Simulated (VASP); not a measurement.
Method: PW91 GGA, VASP's PBE PAW potentials (set 64) (plane waves; VASP).

A VASP calculation is set up with these files.

**KPOINTS**
```
K-points
0
Gamma
  8 8 8
0 0 0
```

INCAR:
```
! general
SYSTEM = KF
PREC   = Accurate
ENCUT  = 520
LREAL  = .FALSE.
LASPH  = .TRUE.

! electronic loop
EDIFF  = 1E-6
NELM   = 100
ALGO   = Normal

! smearing
ISMEAR = 0
SIGMA  = 0.05

! functional
GGA    = 91

! ions
IBRION = 2
NSW    = 60
ISIF   = 3
EDIFFG = -0.01

! output
LWAVE  = .FALSE.
LCHARG = .FALSE.
```

### POSCAR
```
KF
1
    0.0000000000     2.7036704937     2.7036704937
    2.7036704937    -0.0000000000     2.7036704937
    2.7036704937     2.7036704937    -0.0000000000
K F
1 1
Direct
  0.0000000000   0.0000000000   0.0000000000
  0.5000000000   0.5000000000   0.5000000000
```

POTCAR, in this order: K_sv F (PBE.64 set). Program: vasp_std.

The resulting files:

**OSZICAR**
```
       N       E                     dE             d eps       ncg     rms          rms(c)
DAV:   1     0.116494725053E+03    0.11649E+03   -0.84073E+03   696   0.129E+03
DAV:   2    -0.487479049248E+01   -0.12137E+03   -0.11067E+03   868   0.326E+02
DAV:   3    -0.957724632961E+01   -0.47025E+01   -0.46813E+01   912   0.623E+01
DAV:   4    -0.969582298547E+01   -0.11858E+00   -0.11851E+00  1028   0.878E+00
DAV:   5    -0.969828878492E+01   -0.24658E-02   -0.24658E-02   916   0.107E+00    0.639E+00
DAV:   6    -0.841813155999E+01    0.12802E+01   -0.45114E+00   744   0.184E+01    0.375E+00
DAV:   7    -0.838975923705E+01    0.28372E-01   -0.12419E-01   952   0.313E+00    0.226E+00
DAV:   8    -0.838708788552E+01    0.26714E-02   -0.58898E-02   748   0.282E+00    0.215E-01
DAV:   9    -0.838891899510E+01   -0.18311E-02   -0.68785E-03   928   0.680E-01    0.128E-01
DAV:  10    -0.838963473695E+01   -0.71574E-03   -0.11561E-03   764   0.333E-01    0.666E-02
DAV:  11    -0.838977758922E+01   -0.14285E-03   -0.49777E-04   744   0.178E-01    0.221E-02
DAV:  12    -0.838976764809E+01    0.99411E-05   -0.72093E-05   884   0.720E-02    0.667E-03
DAV:  13    -0.838976810722E+01   -0.45913E-06   -0.60541E-06   764   0.239E-02
   1 F= -.83897681E+01 E0= -.83897681E+01  d E =-.838977E+01
```

OUTCAR:
```
------------------------ aborting loop because EDIFF is reached ----------------------------------------
  FORCE on cell =-STRESS in cart. coord.  units (eV):
  Direction    XX          YY          ZZ          XY          YZ          ZX
  --------------------------------------------------------------------------------------
  Total        0.0173644      0.0173644      0.0173644      0.0000000      0.0000000      0.0000000
  in kB        0.7038501      0.7038501      0.7038501      0.0000000      0.0000000      0.0000000
  external PRESSURE =       0.7038501 kB  Pullay stress =       0.0000000 kB
  volume of cell :       39.53
      direct lattice vectors                 reciprocal lattice vectors
     0.000000000  2.703670494  2.703670494    -0.184933778  0.184933778  0.184933778
     2.703670494  0.000000000  2.703670494     0.184933778 -0.184933778  0.184933778
     2.703670494  2.703670494  0.000000000     0.184933778  0.184933778 -0.184933778
  FREE ENERGIE OF THE ION-ELECTRON SYSTEM (eV)
  ---------------------------------------------------
  free  energy   TOTEN  =        -8.3897681072 eV

  energy  without entropy=       -8.3897681072  energy(sigma->0) =       -8.38976811

 reached required accuracy - stopping structural energy minimisation
```
(Selected blocks of OUTCAR.)

The compound is KF in the rock salt structure. It was relaxed first. The start is the result of an earlier pass.
